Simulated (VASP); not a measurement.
Level of theory: LDA (Ceperley-Alder, Perdew-Zunger), VASP's LDA PAW potentials (set 64) (plane waves; VASP 6.6.1).

A VASP calculation is set up with these files.

File POSCAR:
```
MgO
1
    0.0000000000     2.0727971973     2.0727971973
    2.0727971973     0.0000000000     2.0727971973
    2.0727971973     2.0727971973     0.0000000000
Mg O
1 1
Direct
  0.0000000000   0.0000000000   0.0000000000
  0.5000000000   0.5000000000   0.5000000000
```

### INCAR
```
! general
SYSTEM = MgO
PREC   = Accurate
ENCUT  = 520
LREAL  = .FALSE.
LASPH  = .TRUE.

! electronic loop
EDIFF  = 1E-7
NELM   = 100
ALGO   = Normal

! smearing
ISMEAR = -5

! ions
ISIF   = 2

! output
LWAVE  = .FALSE.
LCHARG = .TRUE.
LORBIT = 11
NEDOS  = 601
```

KPOINTS:
```
Automatic mesh
0
Gamma
12 12 12
0 0 0
```

POTCAR, in this order: Mg O (LDA.64 set). Program: vasp_std.

Question: What will the output report for the number of irreducible k-points (NKPTS), largest plane-wave count, number of space-group operations, FFT grid (NGX, NGY, NGZ)?

Answer: 
```yaml
number of irreducible k-points (NKPTS): 72
largest_plane_wave_count: 531
number_of_space_group_operations: 48
FFT grid (NGX, NGY, NGZ): 24 × 24 × 24
```

The compound is MgO in the rock salt structure. It was relaxed first.
